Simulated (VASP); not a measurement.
Here is a VASP 6.6.1 calculation.

INCAR

```
SYSTEM = In11NiAs12
ALGO = Normal ; EDIFF = 1E-5
ENCUT = 350 ; GGA = PS
ISIF = 2 ; ISMEAR = 0
ISPIN = 2 ; KPAR = 2
LASPH = .True. ; LCHARG = .False.
LDAU = .True. ; LDAUJ = 0 0 0
LDAUL = 2 -1 -1 ; LDAUPRINT = 1
LDAUTYPE = 2 ; LDAUU = 5 0 0
LMAXMIX = 4 ; LORBIT = 11
LREAL = Auto ; LWAVE = .False.
MAGMOM = 3 0 0 0 0 0 0 0 0 0 0 0 0 0 0 0 0 0 0 0 0 0 0 0 ; NBANDS = 128
NELM = 120 ; NUPDOWN = 3
PREC = Accurate ; SIGMA = 0.03
```

Contents of KPOINTS:

```
k-points
0
Gamma
  2 2 2
  0 0 0
```

File POSCAR:

```
In11NiAs12
1.0
    0.0000000000      9.0870000000      9.0870000000
    6.0580000000      0.0000000000      6.0580000000
    6.0580000000      6.0580000000      0.0000000000
Ni In As
1 11 12
Direct
    0.0000000000      0.0000000000      0.0000000000
    0.0000000000      0.0000000000      0.5000000000
    0.0000000000      0.5000000000      0.0000000000
    0.0000000000      0.5000000000      0.5000000000
    0.3333330000      0.0000000000      0.0000000000
    0.3333330000      0.0000000000      0.5000000000
    0.3333330000      0.5000000000      0.0000000000
    0.3333330000      0.5000000000      0.5000000000
    0.6666670000      0.0000000000      0.0000000000
    0.6666670000      0.0000000000      0.5000000000
    0.6666670000      0.5000000000      0.0000000000
    0.6666670000      0.5000000000      0.5000000000
    0.0833333333      0.1250000000      0.1250000000
    0.0833333333      0.1250000000      0.6250000000
    0.0833333333      0.6250000000      0.1250000000
    0.0833333333      0.6250000000      0.6250000000
    0.4166663333      0.1250000000      0.1250000000
    0.4166663333      0.1250000000      0.6250000000
    0.4166663333      0.6250000000      0.1250000000
    0.4166663333      0.6250000000      0.6250000000
    0.7500003333      0.1250000000      0.1250000000
    0.7500003333      0.1250000000      0.6250000000
    0.7500003333      0.6250000000      0.1250000000
    0.7500003333      0.6250000000      0.6250000000
```

Potentials or basis: VASP PAW PBE potentials, release 64 (Ni, In_d, As).

Launch:

```bash
$ cat potpaw_PBE.64/Ni/POTCAR potpaw_PBE.64/In_d/POTCAR potpaw_PBE.64/As/POTCAR > POTCAR
$ mpirun -np 4 vasp_std > vasp.out
```

(1) What does it give for the pressure?

(2) Predict the largest force.

Answers

(1) -0.3 GPa.

(2) 1.273 eV/Å.

Caveat: the k mesh is coarse (spacing up to 0.45 Å⁻¹), so the values aren't converged; the PAW data sets were made with another functional, which shifts forces and pressure a little; the total moment is fixed, so each spin has its own Fermi level; the U is typed as a test and isn't derived for this compound.
